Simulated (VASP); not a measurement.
Consider the following.

```xyz
4
Lattice="3.8979 0.0000 0.0000 0.0000 3.8979 0.0000 0.0000 0.0000 3.8979" Properties=species:S:1:pos:R:3 pbc="T T T"
Ti     0.0000     0.0000     0.0000
Pt     0.0000     1.9489     1.9489
Pt     1.9489     0.0000     1.9489
Pt     1.9489     1.9489     0.0000
```

Level of theory: PBEsol GGA, VASP's PBE PAW potentials (set 64) (plane waves; VASP). Run with 480 eV cut-off, 8×8×8 Γ-centred mesh, first-order Methfessel-Paxton smearing of 0.10 eV, potentials Ti_sv Pt.

Energy and stress use the plane-wave basis of the starting cell.

Q: The ions, cell shape and volume at an external pressure of 10.0 GPa are relaxed. What does this cell relax into?

A: 
```xyz
4
Lattice="3.8539 0.0000 0.0000 0.0000 3.8539 0.0000 0.0000 0.0000 3.8539" Properties=species:S:1:pos:R:3 pbc="T T T"
Ti     0.0000     0.0000     0.0000
Pt     0.0000     1.9269     1.9269
Pt     1.9269     0.0000     1.9269
Pt     1.9269     1.9269     0.0000
```
Space group Pm-3m (221), at a tolerance of 0.03 Å.

Q: How do energy and volume change from the first to the last step?

A: The energy (σ→0) changes by +14.9 meV/atom and the volume by -3.3 %, in 4 ionic steps.

The compound is Pt3Ti in the L1_2 structure. This run relaxes it under an external pressure of 10 GPa. Symmetry was kept, so distortions that lower it aren't found.
